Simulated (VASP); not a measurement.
```yaml
crystal:
  lattice:
    - [0.00000, 3.04889, 3.04889]
    - [3.04889, 0.00000, 3.04889]
    - [3.04889, 3.04889, 0.00000]
  atoms:
    - { symbol: Be, position: [0.25000, 0.25000, 0.25000] }
    - { symbol: Be, position: [0.62476, 0.62476, 0.62476] }
    - { symbol: Be, position: [0.12573, 0.62476, 0.62476] }
    - { symbol: Be, position: [0.62476, 0.12573, 0.62476] }
    - { symbol: Be, position: [0.62476, 0.62476, 0.12573] }
    - { symbol: Au, position: [0.00000, 0.00000, 0.00000] }
```

Level of theory: r2SCAN meta-GGA, VASP's PBE PAW potentials (set 64) (plane waves; VASP 6.6.1). Numerical set-up: 400 eV cut-off, 10×10×10 Γ-centred mesh, tetrahedra with Blöchl corrections, potentials Be Au.

The cores are frozen, which limits the accuracy of field gradients.

Question: Give the principal components of the electric field gradient (V/Å²) and the asymmetry η at each nucleus.

Answer: 
```
atom  Vxx  Vyy   Vzz     η
----  ---  ---  ----  ----
Be1   0.0  0.0   0.0     -
Be2   3.0  3.0  -6.0  0.00
Be3   3.0  3.0  -6.0  0.00
Be4   3.0  3.0  -6.0  0.00
Be5   3.0  3.0  -6.0  0.00
Au6   0.0  0.0   0.0     -
```

The compound is Be5Au in the sg216 structure. It was relaxed first.
